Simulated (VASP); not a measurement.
Calculation: revPBE GGA, VASP's PBE PAW potentials (set 64) (plane waves; VASP 6.6.1).

A VASP calculation is set up with these files.

POSCAR:
```
NiO
1
    4.3073004383     2.1517180213     2.1517180213
    2.1517180213     4.3073004383     2.1517180213
    2.1517180213     2.1517180213     4.3073004383
Ni O
2 2
Direct
  0.0000000000   0.0000000000   0.0000000000
  0.5000000000   0.5000000000   0.5000000000
  0.2500000000   0.2500000000   0.2500000000
  0.7500000000   0.7500000000   0.7500000000
```

INCAR:
```
# general
SYSTEM   =  NiO
PREC     =  Accurate
ENCUT    =  520
LREAL    =  .False.   # projection in real space or not
LASPH    =  .True.

# electronic loop
EDIFF    =  1E-7
NELM     =  100   # most electronic steps
ALGO     =  Normal   # blocked Davidson
LMAXMIX  =  4

# smearing
ISMEAR   =  0   # Gaussian
SIGMA    =  0.05

# functional
GGA      =  RE   # revPBE

# spin
ISPIN    =  2
MAGMOM   =  1.4 -1.4 0.0 0.0

# ions
IBRION   =  2   # conjugate gradients
NSW      =  30
ISIF     =  4   # ions and shape, fixed volume
EDIFFG   =  -0.01

# output
LWAVE    =  .False.
LCHARG   =  .False.
LORBIT   =  10
```

KPOINTS:
```
Automatic mesh
0
Gamma
9 9 9
0 0 0
```

POTCAR, in this order: Ni O (PBE.64 set). Program: vasp_std.

What will the output report for the number of irreducible k-points (NKPTS), largest plane-wave count, number of space-group operations, FFT grid (NGX, NGY, NGZ)?

| Item | Value |
|---|---|
| number of irreducible k-points (NKPTS) | 85 |
| largest plane-wave count | 1090 |
| number of space-group operations | 12 |
| FFT grid (NGX, NGY, NGZ) | 40 × 40 × 40 |

The compound is NiO in the rock salt, AFM-II order structure. This cell is one point of a volume scan, at 1.06 of the reference volume.
